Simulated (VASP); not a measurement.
Input:

```
CELL_PARAMETERS angstrom
      2.87200     0.00000     0.00000
      0.00000     2.87200     0.00000
      0.00000     0.00000     2.87200
ATOMIC_POSITIONS crystal
  Ti 0.00000 0.00000 0.00000
  Co 0.50000 0.50000 0.50000
```

Method: LDA (Ceperley-Alder, Perdew-Zunger), VASP's LDA PAW potentials (set 64) (plane waves; VASP 6.6.1). Settings: 520 eV cut-off, 13×13×13 Γ-centred mesh, first-order Methfessel-Paxton smearing of 0.10 eV, potentials Ti_sv Co.

Problem. Give the stress tensor in GPa (positive for a compressed cell).

Solution. 
```
6.48  0.00  0.00
0.00  6.48  0.00
0.00  0.00  6.48
```
The pressure is its mean diagonal, 6.48 GPa.

The compound is TiCo in the CsCl type structure. This cell is one point of a volume scan, at 0.97 of the reference volume. The run is not spin-polarised, so no magnetic state was tried. The electron count is odd and the run is not spin-polarised, which forces a metal.
